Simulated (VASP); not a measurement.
```yaml
crystal:
  lattice:
    - [-2.06200, 2.06200, 4.51780]
    - [2.06200, -2.06200, 4.51780]
    - [2.06200, 2.06200, -4.51780]
  atoms:
    - { symbol: Ga, position: [0.75000, 0.25000, 0.50000] }
    - { symbol: Ga, position: [0.25000, 0.75000, 0.50000] }
    - { symbol: Ga, position: [0.50000, 0.50000, 0.00000] }
    - { symbol: Hg, position: [0.00000, 0.00000, 0.00000] }
```

The numbers are results of PBEsol GGA with spin-orbit coupling, VASP's PBE PAW potentials (set 64) (plane waves; VASP), not measurements. Run with 400 eV cut-off, 9×9×9 Γ-centred mesh, Gaussian smearing of 0.050 eV, potentials Ga_d Hg.

Problem. Give the energies of bands 45 to 58 at the high-symmetry points, in eV from the Fermi level.

Solution. 
```
band      Γ      X      P      N      M      S      R
----  -----  -----  -----  -----  -----  -----  -----
45    -2.56  -3.87  -5.04  -4.36  -1.94  -6.06  -5.24
46    -2.56  -3.87  -5.04  -4.36  -1.94  -6.06  -5.24
47    -1.25  -3.81  -4.52  -3.28  -1.76  -1.15  -4.84
48    -1.25  -3.81  -4.52  -3.28  -1.76  -1.15  -4.84
49     0.28  -3.52  -1.42   1.15  -1.13   0.05  -1.89
50     0.28  -3.52  -1.42   1.15  -1.13   0.05  -1.89
51     0.33  -3.51  -1.36   1.56  -0.56   1.05  -1.26
52     0.33  -3.51  -1.36   1.56  -0.56   1.05  -1.26
53     0.46   1.32  -1.24   1.66   4.33   2.23   1.50
54     0.46   1.32  -1.24   1.66   4.33   2.23   1.50
55     0.52   1.81  -1.18   1.71   4.48   3.60   1.91
56     0.52   1.81  -1.18   1.71   4.48   3.60   1.91
57     0.84   2.36   5.82   3.84   4.63   3.72   2.62
58     0.84   2.36   5.83   3.84   4.63   3.72   2.62
```

It has no gap at this level: it comes out as a metal or semimetal.

The structure comes from a computed database's Ga3Hg entry (I4/mmm); how it stands against other phases isn't given here. It was relaxed first, which changed the volume by -8 %.
